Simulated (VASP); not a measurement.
A convergence study with VASP on Nb (bcc): one setting is varied, all else stays as given below, so the limit is that of these other settings.

```xyz
1
Lattice="-1.6500 1.6500 1.6500 1.6500 -1.6500 1.6500 1.6500 1.6500 -1.6500" Properties=species:S:1:pos:R:3 pbc="T T T"
Nb     0.0000     0.0000     0.0000
```

The numbers are results of PBEsol GGA, VASP's PBE PAW potentials (set 64) (plane waves; VASP), not measurements. The tightest run used: 550 eV cut-off, 21×21×21 Monkhorst-Pack mesh, first-order Methfessel-Paxton smearing of 0.10 eV, potentials Nb_sv.

Q: The settings run are 1×1×1 mesh; 2×2×2 mesh; 3×3×3 mesh; 4×4×4 mesh; 5×5×5 mesh; 6×6×6 mesh; 7×7×7 mesh; 8×8×8 mesh; 9×9×9 mesh; 10×10×10 mesh; 11×11×11 mesh; 12×12×12 mesh; 13×13×13 mesh; 14×14×14 mesh; 15×15×15 mesh; 16×16×16 mesh; 17×17×17 mesh; 18×18×18 mesh; 19×19×19 mesh; 20×20×20 mesh; 21×21×21 mesh. From which on does the stress (every component) stay within 0.2 GPa of the tightest run?

A: From 19×19×19 mesh on: it is off by 0.06 there and by no more than 0.2 in any finer run, while 18×18×18 mesh is off by 0.25.
```
setting        E (eV/atom)  pressure (GPa)  irreducible k-points  difference judged (GPa)
-------------  -----------  --------------  --------------------  -----------------------
1×1×1 mesh         -9.6629          117.33                     1                   122.03
2×2×2 mesh         -8.5731           29.31                     2                    34.01
3×3×3 mesh        -11.0368           -6.48                     4                     1.79
4×4×4 mesh        -11.0650           -7.25                     6                     2.55
5×5×5 mesh        -10.8920           -6.55                    10                     1.85
6×6×6 mesh        -10.9761           -3.50                    14                     1.19
7×7×7 mesh        -10.9171           -4.27                    20                     0.42
8×8×8 mesh        -10.9153           -5.42                    26                     0.73
9×9×9 mesh        -10.9540           -5.17                    35                     0.47
10×10×10 mesh     -10.9653           -4.67                    44                     0.02
11×11×11 mesh     -10.9357           -3.82                    56                     0.87
12×12×12 mesh     -10.9336           -4.69                    68                     0.00
13×13×13 mesh     -10.9529           -5.37                    84                     0.68
14×14×14 mesh     -10.9496           -5.05                   100                     0.36
15×15×15 mesh     -10.9437           -4.51                   120                     0.19
16×16×16 mesh     -10.9439           -4.64                   140                     0.05
17×17×17 mesh     -10.9453           -5.03                   165                     0.34
18×18×18 mesh     -10.9454           -4.94                   190                     0.25
19×19×19 mesh     -10.9472           -4.75                   220                     0.06
20×20×20 mesh     -10.9457           -4.63                   250                     0.06
21×21×21 mesh     -10.9443           -4.69                   286                     0.00
```

Left out are rungs that failed or repeat a setting and relaxations that didn't move; long series are thinned to 24 rows.

The compound is Nb in the bcc structure. The cell was not relaxed at this level.
